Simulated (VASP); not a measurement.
OSZICAR of a VASP run on Ti (hcp):

**OSZICAR**
```
       N       E                     dE             d eps       ncg     rms          rms(c)
DAV:   1     0.245886379060E+03    0.24589E+03   -0.13404E+04  3840   0.183E+03
DAV:   2     0.106796356650E+02   -0.23521E+03   -0.23387E+03  4008   0.488E+02
DAV:   3    -0.164930166912E+02   -0.27173E+02   -0.26938E+02  7512   0.136E+02
DAV:   4    -0.176644422512E+02   -0.11714E+01   -0.11713E+01  4008   0.293E+01
DAV:   5    -0.177285490259E+02   -0.64107E-01   -0.64106E-01  6360   0.475E+00    0.119E+01
DAV:   6    -0.156656615597E+02    0.20629E+01   -0.77804E+00  4520   0.326E+01    0.304E+00
DAV:   7    -0.156528325248E+02    0.12829E-01   -0.80582E-01  5768   0.767E+00    0.204E+00
DAV:   8    -0.156811218869E+02   -0.28289E-01   -0.21922E-01  4488   0.621E+00    0.693E-01
DAV:   9    -0.156722006916E+02    0.89212E-02   -0.51981E-02  4648   0.265E+00    0.651E-02
DAV:  10    -0.156724602015E+02   -0.25951E-03   -0.24790E-03  5968   0.411E-01    0.826E-02
DAV:  11    -0.156724858763E+02   -0.25675E-04   -0.17904E-04  4984   0.123E-01    0.282E-02
DAV:  12    -0.156724748181E+02    0.11058E-04   -0.31714E-05  4856   0.501E-02    0.283E-03
DAV:  13    -0.156724767125E+02   -0.18945E-05   -0.58161E-07  2896   0.817E-03    0.542E-04
DAV:  14    -0.156724776029E+02   -0.89039E-06   -0.21146E-07  2328   0.427E-03
   1 F= -.15672478E+02 E0= -.15673243E+02  d E =-.156725E+02
       N       E                     dE             d eps       ncg     rms          rms(c)
DAV:   1    -0.157092359577E+02   -0.36759E-01   -0.87922E-01  5832   0.130E+01    0.164E+00
DAV:   2    -0.156719692882E+02    0.37267E-01   -0.17956E-01  5408   0.492E+00    0.438E-01
DAV:   3    -0.156709004207E+02    0.10689E-02   -0.24322E-02  5392   0.997E-01    0.144E-01
DAV:   4    -0.156717795387E+02   -0.87912E-03   -0.42262E-03  5248   0.460E-01    0.649E-02
DAV:   5    -0.156724703281E+02   -0.69079E-03   -0.15430E-03  4896   0.270E-01    0.871E-02
DAV:   6    -0.156726132464E+02   -0.14292E-03   -0.48775E-04  5800   0.182E-01    0.283E-02
DAV:   7    -0.156726395252E+02   -0.26279E-04   -0.60179E-05  4936   0.640E-02    0.301E-03
DAV:   8    -0.156726410191E+02   -0.14939E-05   -0.93958E-06  5328   0.163E-02    0.133E-03
DAV:   9    -0.156726404976E+02    0.52148E-06   -0.28024E-07  2240   0.514E-03
   2 F= -.15672640E+02 E0= -.15673401E+02  d E =-.162895E-03
       N       E                     dE             d eps       ncg     rms          rms(c)
DAV:   1    -0.156798425011E+02   -0.72015E-02   -0.16746E-01  5768   0.564E+00    0.714E-01
DAV:   2    -0.156727539192E+02    0.70886E-02   -0.33071E-02  5360   0.213E+00    0.196E-01
DAV:   3    -0.156725392624E+02    0.21466E-03   -0.49489E-03  5352   0.449E-01    0.665E-02
DAV:   4    -0.156727126559E+02   -0.17339E-03   -0.87482E-04  5216   0.216E-01    0.270E-02
DAV:   5    -0.156728323220E+02   -0.11967E-03   -0.24732E-04  4880   0.113E-01    0.378E-02
DAV:   6    -0.156728743594E+02   -0.42037E-04   -0.11030E-04  5808   0.785E-02    0.117E-02
DAV:   7    -0.156728807366E+02   -0.63771E-05   -0.10599E-05  4896   0.257E-02    0.194E-03
DAV:   8    -0.156728816495E+02   -0.91298E-06   -0.18596E-06  2976   0.799E-03
   3 F= -.15672882E+02 E0= -.15673645E+02  d E =-.404047E-03
```

**Question.** Which electronic solver shows in the log?

**Answer.** It is blocked Davidson (ALGO = Normal, or the opening steps of other solvers). The INCAR had ALGO = Normal.

**Question.** Can the final energy be trusted as converged?

**Answer.** The run converged. It stopped with EDIFF = 1E-6, NELM = 100, NSW = 40 and EDIFFG = -0.02 after 3 ionic steps (PBE GGA, plane waves, VASP's PBE PAW potentials (set 64)).

The compound is Ti in the hcp structure. This run relaxes it. Symmetry was kept, so distortions that lower it aren't found.
